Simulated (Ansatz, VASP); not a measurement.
# BeCuTeCl: VASP beside Ansatz, part 2 of 2

Wanted: the spread between two codes on one cell, functional and k mesh. The cell is generated by rule, not measured, and may not be a known phase. The cell is taken from a series of runs on this material, whose earlier steps may have relaxed, scaled, displaced or heated it; both programs get it as it stands.

VASP 6.6.1 and Ansatz 0.2.0.

So far: Set-up; VASP: relaxation of cell and atoms, LDA.

The structure was built from a prototype and need not be the compound's stable phase.

## Step 3: Ansatz: relaxation of cell and atoms, LDA

Level of this step: Ansatz beside VASP: Kohn-Sham DFT, plane waves, LDA (Ansatz).

Ansatz runs on its default PAW (the set named soft_2) files.

The same cell, functional (in two slightly different forms), mesh and smearing now go to Ansatz, which takes its cutoff from its data sets.

input.yaml

```yaml
crystal:
  lattice:
    - [2.7377694676, 2.7377694676, 0.0]
    - [-2.7836744533, 2.7836744533, 0.0]
    - [0.0, 0.0, 10.338224951]
  atoms:
    - { symbol: Be, position: [0.0, 0.0, -0.0190733562] }
    - { symbol: Be, position: [0.5, 0.5, 0.2484548969] }
    - { symbol: Cl, position: [0.5, 0.0, 0.6476848975] }
    - { symbol: Cl, position: [1.0, 0.5, 0.8749774599] }
    - { symbol: Cu, position: [0.0, 0.0, 0.5167014234] }
    - { symbol: Cu, position: [0.5, 0.5, 0.7466300239] }
    - { symbol: Te, position: [0.5, 0.0, 0.1080760421] }
    - { symbol: Te, position: [1.0, 0.5, 0.3765486125] }
kpoints:
  mp_grid: { grid: [12, 12, 4] }
hamiltonian:
  xc: lda
scf:
  occupations: { method: methfessel_paxton, width: 0.2 }
output:
  forces: true
  stress: true
  eigenvalues: true
relax:
  adjacent_minimum: "off"
  f_tol: 0.001
  max_steps: 60
  cell: { stress_tol: 0.01 }
```

Started as:

```sh
$ ansatz run input.yaml --threads 4 --pin off --max-ram 14336MiB --backend cpu --events-out ev --progress --plain --runs-dir out
```

Numbers of over 12 decimals in the logs are rounded to 6 here.

Log:

```text
Engine: ansatz 0.2.0, aarch64-unknown-linux-gnu
Pseudopotentials: kind: paw
Pseudopotential: Be, paw, valence charge 2, recommended cutoff 420 eV (normal), Be.paw.azcp
Pseudopotential: Cl, paw, valence charge 7, recommended cutoff 420 eV (normal), Cl.paw.azcp
Pseudopotential: Cu, paw, valence charge 19, recommended cutoff 420 eV (normal), Cu.paw.azcp
Pseudopotential: Te, paw, valence charge 16, recommended cutoff 420 eV (normal), Te.paw.azcp
Functional definition: SPW92
  exchange = slater_x
  correlation = pw_c
Crystal: 8 atoms, lattice volume = 157.576 Å³
Basis set: ecut = 420 eV, 3115 PW (Γ)
Bands: 53, of which v1, the nominal top of the filled ones, is band 44 counted from 1 (43 counted from 0)
Symmetry: 4 space group operations
Space group: Pmm2 (ITA 25), of the structure as read, at distance tolerance 5.4e-5 Å
k-points: 147 of 576 (time reversal used)
Non-local potential: Be, projectors of the file, l = 0: 2, l = 1: 2, l = 2: 1
Non-local potential: Cl, projectors of the file, l = 0: 2, l = 1: 2, l = 2: 2
Non-local potential: Cu, projectors of the file, l = 0: 3, l = 1: 2, l = 2: 3, l = 3: 1
Non-local potential: Te, projectors of the file, l = 0: 2, l = 1: 2, l = 2: 2, l = 3: 2
PAW form: soft (Blöchl's): semilocal exchange-correlation on the pseudo side does not see the compensation charge
PAW frozen core: Be, regenerated for the run's functional, and the local potential with it (the file was generated under x = pbe(κ = 0.804, μ = 0.219515), c = pbe(β = 0.066725))
PAW frozen core: Cl, regenerated for the run's functional, and the local potential with it (the file was generated under x = pbe(κ = 0.804, μ = 0.219515), c = pbe(β = 0.066725))
PAW frozen core: Cu, regenerated for the run's functional, and the local potential with it (the file was generated under x = pbe(κ = 0.804, μ = 0.219515), c = pbe(β = 0.066725))
PAW frozen core: Te, regenerated for the run's functional, and the local potential with it (the file was generated under x = pbe(κ = 0.804, μ = 0.219515), c = pbe(β = 0.066725))
PAW one-centre angular grid: Be, 110 points (default); XC on 64 Gauss nodes
PAW one-centre angular grid: Cl, 110 points (default); XC on 64 Gauss nodes
PAW one-centre angular grid: Cu, 590 points (default); XC on 64 Gauss nodes
PAW one-centre angular grid: Te, 590 points (default); XC on 64 Gauss nodes
Initial density: superposition of atomic densities (neutral atoms: chi_scale 0, normalization atom), corrected by the library's trained network
Initial wavefunctions: pseudopotential atomic-orbital guess
Functional: x = slater, c = lda
SCF iter   1: F=—  HF=-29032.980144 eV  |F-HF|=—  |Δ(HF+E_count)|=         —  Δρ=1.15e-2  dr2=2.74e-1  ethr=1.77e-3  ⟨swp⟩=9.2  Hψ=33968  notcnv=0
preconditioner: auto → Resta (q_TF=auto, 2.476 Å⁻¹)  ε∞=6.6  [insulator: Δε(μ)=0.328 eV  Ē_g=9.005 eV  σ=0.200 eV  W_gap=0.62  n_scr=48 (ndim 8)  ℏωp=21.3 eV  f_vac=0.027  D(μ)=-0.04/eV (n_scr^D=0)  ε∞_Penn≈6.6]
SCF iter   2: F=—  HF=-29032.944353 eV  |F-HF|=—  |Δ(HF+E_count)|=   3.58e-2  S|Δr|=    0.00e0  Δρ=7.27e-3  dr2=8.94e-2  ethr=3.11e-4  ⟨swp⟩=2.0  Hψ=15643  notcnv=0  defer=133
preconditioner: auto → Kerker (q_TF=auto, 2.476 Å⁻¹)  [metal: Δε(μ)=0.113 eV  Ē_g=9.078 eV  σ=0.200 eV  W_gap=0.43  n_scr=48 (ndim 8)  ℏωp=21.3 eV  f_vac=0.026  D(μ)=0.08/eV (n_scr^D=0)]
SCF iter   3: F=—  HF=-29032.930759 eV  |F-HF|=—  |Δ(HF+E_count)|=   1.36e-2  S|Δr|=    0.00e0  Δρ=4.49e-3  dr2=6.31e-2  ethr=1.02e-4  ⟨swp⟩=2.0  Hψ=13978  notcnv=0  defer=133
SCF iter   4: F=—  HF=-29032.920146 eV  |F-HF|=—  |Δ(HF+E_count)|=   1.06e-2  S|Δr|=    0.00e0  Δρ=1.89e-3  dr2=1.24e-2  ethr=7.17e-5  ⟨swp⟩=1.0  Hψ=8968  notcnv=0  defer=5
SCF iter   5: F=—  HF=-29032.918252 eV  |F-HF|=—  |Δ(HF+E_count)|=   1.89e-3  S|Δr|=    0.00e0  Δρ=8.93e-4  dr2=3.00e-3  ethr=1.41e-5  ⟨swp⟩=2.0  Hψ=9385  notcnv=0  defer=5
SCF iter   6: F=—  HF=-29032.917708 eV  |F-HF|=—  |Δ(HF+E_count)|=   5.43e-4  S|Δr|=    0.00e0  Δρ=3.51e-4  dr2=5.23e-4  ethr=3.41e-6  ⟨swp⟩=2.0  Hψ=8763  notcnv=0  defer=5
SCF iter   7: F=—  HF=-29032.917615 eV  |F-HF|=—  |Δ(HF+E_count)|=   9.36e-5  S|Δr|=    0.00e0  Δρ=2.10e-4  dr2=1.56e-4  ethr=5.95e-7  ⟨swp⟩=1.7  Hψ=7772  notcnv=0  defer=5
SCF iter   8: F=—  HF=-29032.917597 eV  |F-HF|=—  |Δ(HF+E_count)|=   1.75e-5  S|Δr|=    0.00e0  Δρ=1.33e-4  dr2=4.24e-5  ethr=1.78e-7  ⟨swp⟩=2.0  Hψ=9519  notcnv=0  defer=5
SCF iter   9: F=—  HF=-29032.917596 eV  |F-HF|=—  |Δ(HF+E_count)|=   1.14e-6  S|Δr|=    0.00e0  Δρ=4.09e-5  dr2=6.25e-6  ethr=4.82e-8  ⟨swp⟩=2.0  Hψ=9621  notcnv=0  defer=7
SCF iter  10: F=—  HF=-29032.917596 eV  |F-HF|=—  |Δ(HF+E_count)|=   7.28e-8  S|Δr|=    0.00e0  Δρ=2.69e-5  dr2=3.32e-6  ethr=7.11e-9  ⟨swp⟩=2.7  Hψ=11377  notcnv=0  defer=7
[...]
SCF 5 converged in 7 iterations: F = -29032.917600 eV  dr2 = 3.68e-11
relax step   5: F+E_penalty+E_count = -29032.91760039 eV  Δ(F+E_penalty+E_count) = -1.610e-7 eV  max|allowed force component| = 4.471e-4 eV/Å  Δτ_max = 0.0004 Å  P = -0.000 GPa  Ω = 157.595 Å³  energy of the carried Pulay correction = -4.410e-6 eV  (7 SCF iters, dr2 threshold 9.43e-11 eV, accepted)
Initial wavefunctions: pseudopotential atomic-orbital guess (no wavefunctions were taken with the density)
[...]
SCF iter   1: F=—  HF=-29032.917606 eV  |F-HF|=—  |Δ(HF+E_count)|=         —  Δρ=9.51e-6  dr2=8.86e-8  ethr=5.69e-6  ⟨swp⟩=2.9  Hψ=48677  notcnv=0
eigensolver tolerance schedule: the retry pair's looser diagonalisation over-reported the residual by 56509.23 of it (diagonalisation noise at an unbounded share of the residual, at the tolerance the schedule requests for it); recorded, not acted on — ethr = c·dr2/N_el stays at c = 1.0e-1
SCF iter   2: F=—  HF=-29032.917606 eV  |F-HF|=—  |Δ(HF+E_count)|=   6.72e-7  S|Δr|=    0.00e0  Δρ=1.36e-5  dr2=2.59e-7  ethr=1.01e-10  ⟨swp⟩=3.8  Hψ=23375  notcnv=0
SCF iter   3: F=—  HF=-29032.917606 eV  |F-HF|=—  |Δ(HF+E_count)|=   1.01e-7  S|Δr|=    0.00e0  Δρ=6.51e-6  dr2=4.22e-8  ethr=1.01e-10  ⟨swp⟩=2.0  Hψ=13097  notcnv=0
SCF iter   4: F=—  HF=-29032.917606 eV  |F-HF|=—  |Δ(HF+E_count)|=   7.37e-9  S|Δr|=    0.00e0  Δρ=4.85e-6  dr2=2.18e-8  ethr=4.79e-11  ⟨swp⟩=2.0  Hψ=9763  notcnv=0
SCF iter   5: F=—  HF=-29032.917606 eV  |F-HF|=—  |Δ(HF+E_count)|=   4.05e-9  S|Δr|=    0.00e0  Δρ=3.49e-6  dr2=1.24e-8  ethr=2.48e-11  ⟨swp⟩=1.0  Hψ=7791  notcnv=0
SCF iter   6: F=—  HF=-29032.917606 eV  |F-HF|=—  |Δ(HF+E_count)|=   2.35e-9  S|Δr|=    0.00e0  Δρ=2.70e-6  dr2=7.18e-9  ethr=1.41e-11  ⟨swp⟩=1.0  Hψ=7791  notcnv=0
SCF iter   7: F=—  HF=-29032.917606 eV  |F-HF|=—  |Δ(HF+E_count)|=   1.77e-9  S|Δr|=    0.00e0  Δρ=1.83e-6  dr2=3.25e-9  ethr=8.16e-12  ⟨swp⟩=1.0  Hψ=7791  notcnv=0
SCF iter   8: F=—  HF=-29032.917606 eV  |F-HF|=—  |Δ(HF+E_count)|=   1.27e-9  S|Δr|=    0.00e0  Δρ=6.43e-7  dr2=4.10e-10  ethr=3.69e-12  ⟨swp⟩=2.1  Hψ=10637  notcnv=0
SCF iter   9: F=—  HF=-29032.917606 eV  |F-HF|=—  |Δ(HF+E_count)|=  8.00e-11  S|Δr|=    0.00e0  Δρ=4.60e-7  dr2=2.05e-10  ethr=1.00e-12  ⟨swp⟩=1.0  Hψ=7791  notcnv=0
SCF iter  10: F=-29032.917606 eV  HF=-29032.917606 eV  |F-HF|=1.09e-11  |Δ(HF+E_count)|=  9.09e-11  S|Δr|=    0.00e0  Δρ=1.41e-8  dr2=3.08e-13  ethr=1.00e-12  ⟨swp⟩=5.9  Hψ=38894  notcnv=0
SCF 6 converged in 10 iterations: F = -29032.917606 eV  dr2 = 3.08e-13
relax step   6: F+E_penalty+E_count = -29032.91760609 eV  Δ(F+E_penalty+E_count) = -5.705e-6 eV  max|allowed force component| = 4.460e-4 eV/Å  Δτ_max = 0.0000 Å  P = -0.000 GPa  Ω = 157.595 Å³  stress off target by 8.21e-4 GPa  SCF on the basis re-selected at this cell (its energy is not comparable with the rows above)  (10 SCF iters)
basis re-selected at this cell: Δ(F+E_penalty+E_count) = -5.705e-6 eV, ΔP = -0.000 GPa vs the last step (what re-selecting the basis moved, of the pressure what is left beyond the Pulay correction that the steps carried, after the strain that the cell walked since its last selection, with what the two solves' SCF thresholds leave and, on support functions, any second-order correction that the steps lacked; it is no m [...]
SCF converged after 10 iterations
Stability not checked: this state was not tested for a lower state beside it, because cold or Methfessel-Paxton smearing, or corrected tetrahedra, fill the levels in a way that the test cannot read (fill_not_monotonic; see scf.lower_state_search)
Free energy (F): -29032.917606 eV
Harris-Foulkes:  -29032.917606 eV  (|F-HF|=1.09e-11)
Internal energy: -29032.920581 eV  (E = F + TS)
E sigma→0 (E₀):  -29032.918350 eV
Entropy (-TS):   0.002975 eV (0.372 meV/atom)
Fermi energy:    9.206307 eV
Step filling:    the computed levels leave a gap of 0.0013 eV = 0.0 smearing widths at the electron count; against every level under it full and every level over it empty, smearing changes F+E_penalty+E_count by +1.090 meV and its σ→0 estimate by +0.346 meV
--- Per-component energies (eV) ---
  E_band       = -1528.098308
  E_kinetic    = 1330.674078
  E_local      = -16228.556034  (includes V_loc(G=0)·N_el)
  E_nonlocal   = 276.259169
  E_hartree    = 7763.343416
  E_xc         = -673.611571
  E_vxc        = -721.317432  (∫ρ·V_xc dr)
  E_paw        = -13590.979518  (= ΣΔE_a)
  E_vpaw       = -1711.845156  (= ΣTr[D̂ρ^β])
  E_aug_tail   = 0.000207  (compensation charges beyond the density's cutoff)
  E_ewald      = -7912.748528
  E_core_change = 2.698200  (= ΣΔE_core)
  E_smearing   = 0.002975  (= −TS)
  E_closure    = 0.000000  (closes the sum)
  Σ components = -29032.917606   (vs F -29032.917606, Δ=0.00e0)
--- Forces (eV/Å), atoms counted from 1 ---
  atom   1  Be    -0.00000000    -0.00000000    -0.00004527
  atom   2  Be     0.00000000    -0.00000000    -0.00019181
  atom   3  Cl     0.00000000    -0.00000000     0.00010733
  atom   4  Cl     0.00000000     0.00000000     0.00003468
  atom   5  Cu     0.00000000    -0.00000000    -0.00022554
  atom   6  Cu    -0.00000000    -0.00000000     0.00001083
  atom   7  Te     0.00000000     0.00000000    -0.00015198
  atom   8  Te     0.00000000    -0.00000000     0.00044379
  max |Σ_I F_I| component: 1.80e-5 eV/Å
--- Stress (GPa, compression-positive) ---
       -0.000278      -0.000542       0.000000
       -0.000542      -0.000278      -0.000000
        0.000000      -0.000000       0.000041
  P = ⅓ Tr σ = -0.0002 GPa (-0.002 kbar)
--- Band table (eV; the first three rows and the last of 147) ---
  k-point 0: bands = [... 40 lower, 6.9235, 7.9883, 8.0048, 8.9642, 9.0787, 9.9417, 10.5253, 11.0911, ... 5 higher]
  k-point 1: bands = [... 40 lower, 7.0430, 7.8227, 7.9253, 8.9332, 9.2326, 10.1105, 10.5018, 11.0825, ... 5 higher]
  k-point 2: bands = [... 40 lower, 7.1942, 7.6765, 7.8466, 8.9022, 9.3216, 10.3947, 10.4473, 11.0339, ... 5 higher]
  k-point 146: bands = [... 40 lower, 6.6463, 6.9070, 6.9728, 7.0496, 10.7252, 10.9205, 11.5949, 12.0006, ... 5 higher]
--- Relaxed structure (5 steps of the walk, 5 accepted, 1 SCFs on fresh bases) ---
  F+E_penalty+E_count = -29032.91760609 eV   max|allowed force component| = 4.460e-4 eV/Å   (the final SCF, on the basis selected at the relaxed cell)
  cell:  # Å, volume = 157.5952 Å³
    - [2.737426, 2.737426, 0]
    - [-2.784268, 2.784268, 0]
    - [0, 0, 10.338554]
  atoms:
    - { symbol: Be, position: [0, 0, -0.018989] }
    - { symbol: Be, position: [0.5, 0.5, 0.248545] }
    - { symbol: Cl, position: [0.5, 0, 0.647605] }
    - { symbol: Cl, position: [1.0, 0.500000, 0.875009] }
    - { symbol: Cu, position: [0, 0, 0.516649] }
    - { symbol: Cu, position: [0.5, 0.5, 0.746450] }
    - { symbol: Te, position: [0.5, 0, 0.108134] }
    - { symbol: Te, position: [1.0, 0.500000, 0.376597] }
```

Reading the cycles: dr2 is the Hartree energy of the density residual (eV), the measure of convergence; HF is the Harris–Foulkes estimate of the energy, which meets the free energy F at convergence.

## Step 4: Side by side

Known differences besides the potentials themselves: the two LDA forms differ slightly; the data sets hold 88 valence electrons in Ansatz (on its default PAW (the set named soft_2) files) and 52 in VASP; the cutoff is 420 eV in Ansatz and 600 eV in VASP; VASP's log shows a relativistic correction to its local exchange, Ansatz's none; Ansatz adds a Pulay correction to the stress that steers its cell, VASP none. Total energies have different zeros and are not compared.

Compared:

```csv
quantity,Ansatz,VASP,difference
volume (Å³),157.60,158.33,-0.47 %
"edge a after relaxation, in the typed setting (Å)",3.871,3.878,-0.18 %
"edge b after relaxation, in the typed setting (Å)",3.938,3.945,-0.18 %
"edge c after relaxation, in the typed setting (Å)",10.339,10.350,-0.11 %
```

## Step 5: What came out

| Property | Result |
| --- | --- |
| difference in volume (relaxation of cell and atoms, LDA) | -0.47 % |

What this shows: The difference in volume is -0.47 % (relaxation of cell and atoms, LDA), within the 1.2 % picked in this series as the mark of a large difference, as far as the stopping tolerances let one tell. The data sets hold unlike numbers of valence electrons (88 in Ansatz and 52 in VASP), so part of the differences comes from the potentials. How closely two codes agree says nothing of how well the functional describes the real material.

[Lines on the potential files, build, host, timing and source positions are cut from VASP's logs without a mark.]

[Logs are printed without paths, hosts, clocks, repeated set-up lines and the standing remarks that a program may print on its own settings, such as how far it seeks lower states.]

[Hosts, paths, dates, database ids (printed as entryN), source tags and the programs' standing remarks are cut or masked in the printed files.]
